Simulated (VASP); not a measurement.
Input of a VASP 6.6.1 run:

The input INCAR:

```
SYSTEM = AlN
PREC = Accurate
ENCUT = 520
EDIFF = 1E-7
ISMEAR = 0
SIGMA = 0.02
LREAL = .FALSE.
LASPH = .TRUE.
NELM = 100
ALGO = Fast
ISIF = 2
LWAVE = .FALSE.
LCHARG = .FALSE.
NBANDS = 16
```

File KPOINTS:

```
Automatic mesh
0
G
  9 9 6
  0 0 0
```

The input POSCAR:

```
AlN
1.0
    3.0887569151      0.0000000000      0.0000000000
   -1.5443784575      2.6749419546      0.0000000000
    0.0000000000      0.0000000000      4.9433139059
Al N
2 2
Direct
    0.3333333333      0.6666666667     -0.0009916145
    0.6666666667      0.3333333333      0.4990083855
    0.3333333333      0.6666666667      0.3809916145
    0.6666666667      0.3333333333      0.8809916145
```

Potentials or basis: VASP PAW LDA potentials, release 64 (Al, N).

The run is started by

```sh
$ cat potpaw_LDA.64/Al/POTCAR potpaw_LDA.64/N/POTCAR > POTCAR
$ mpirun -np 1 vasp_std > vasp.out
```

**Question.** Estimate the band gap on the k mesh.

**Answer.** 4.42 eV, direct.

**Question.** Estimate the pressure.

**Answer.** 0.7 GPa.

Caveat: an odd mesh through Γ misses points on the zone boundary, where band edges often lie.

The gap isn't set beside the measured one, since this odd mesh misses points on the zone boundary.
